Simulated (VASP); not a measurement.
Here is the system:

```
CELL_PARAMETERS angstrom
      0.00000     2.19928     2.19928
      2.19928     0.00000     2.19928
      2.19928     2.19928     0.00000
ATOMIC_POSITIONS crystal
  Si 0.00000 0.00000 0.00000
  C  0.25000 0.25000 0.25000
```

These are RPBE GGA, VASP's PBE PAW potentials (set 64) (plane waves; VASP 6.6.1) values and carry that method's errors. Numerical set-up: 520 eV cut-off, 12×12×12 Γ-centred mesh, tetrahedra with Blöchl corrections, potentials Si C.

Problem. Predict the energy per atom (σ→0), band gap (on the k-mesh) with the smallest direct gap where there is one.

Solution. 
The band gap (on the k-mesh) is 1.39 eV. The smallest direct gap (on the k-mesh) is 4.51 eV and the energy per atom (σ→0) comes out as -7.162 eV/atom.

The absolute energy has meaning only against runs of the same code, potentials and settings.

The compound is SiC in the zinc blende structure. It was relaxed first.
